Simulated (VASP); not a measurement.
Given:

```yaml
crystal:
  lattice:
    - [3.82277, 0.00000, 0.00000]
    - [0.00000, 3.82277, 0.00000]
    - [0.00000, 0.00000, 3.82277]
  atoms:
    - { symbol: Sr, position: [0.00000, 0.00000, 0.00000] }
    - { symbol: V, position: [0.50000, 0.50000, 0.50000] }
    - { symbol: O, position: [0.50000, 0.00000, 0.50000] }
    - { symbol: O, position: [0.00000, 0.50000, 0.50000] }
    - { symbol: O, position: [0.50000, 0.50000, 0.00000] }
```

Computed with vdW-DF-cx, VASP's PBE PAW potentials (set 64) (plane waves; VASP). Run with 520 eV cut-off, 9×9×9 Γ-centred mesh, tetrahedra with Blöchl corrections, potentials Sr_sv V_sv O.

The cores are frozen, which limits the accuracy of field gradients.

Give the principal components of the electric field gradient (V/Å²) and the asymmetry η at each nucleus.

```
atom    Vxx    Vyy   Vzz     η
----  -----  -----  ----  ----
Sr1     0.0    0.0   0.0     -
V2      0.0    0.0   0.0     -
O3    -13.7  -13.7  27.5  0.00
O4    -13.7  -13.7  27.5  0.00
O5    -13.7  -13.7  27.5  0.00
```

The compound is SrVO3 in the cubic perovskite structure. It was relaxed first. The run is not spin-polarised, so no magnetic state was tried.
